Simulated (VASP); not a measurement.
All values below come from AM05 GGA, VASP's PBE PAW potentials (set 64) (plane waves; VASP 6.6.1).

Input for VASP

File POSCAR:
```
WSe2
1
    1.6333571024    -2.8290571684     0.0000000000
    1.6333571024     2.8290571684    -0.0000000000
   -0.0000000000    -0.0000000000    14.4300309234
W Se
2 4
Direct
  0.3333330000   0.6666670000   0.2500000000
  0.6666670000   0.3333330000   0.7500000000
  0.3333330000   0.6666670000   0.8659324612
  0.6666670000   0.3333330000   0.3659324612
  0.6666670000   0.3333330000   0.1340675388
  0.3333330000   0.6666670000   0.6340675388
```

INCAR:
```
! general
SYSTEM  = WSe2
PREC    = Accurate
ENCUT   = 520
LREAL   = F
LASPH   = T

! electronic loop
EDIFF   = 1E-6
NELM    = 100
ALGO    = Normal
LMAXMIX = 6

! smearing
ISMEAR  = 0
SIGMA   = 0.05

! functional
GGA     = AM

! ions
IBRION  = 2
NSW     = 60
ISIF    = 3
EDIFFG  = -0.02

! output
LWAVE   = F
LCHARG  = F
```

File KPOINTS:
```
K-points
0
G
  7 7 2
0 0 0
```

POTCAR, in this order: W_sv Se (PBE.64 set). Program: vasp_std.

What will the output report for the number of irreducible k-points (NKPTS), largest plane-wave count, number of space-group operations, FFT grid (NGX, NGY, NGZ)?

```
Property                                        Value
--------------------------------------  -------------
number of irreducible k-points (NKPTS)             16
largest plane-wave count                         3630
number of space-group operations                   24
FFT grid (NGX, NGY, NGZ)                24 × 24 × 108
```

The compound is WSe2 in the 2H layered structure. It was relaxed first, which changed the volume by +10 %. The start is the result of an earlier pass.
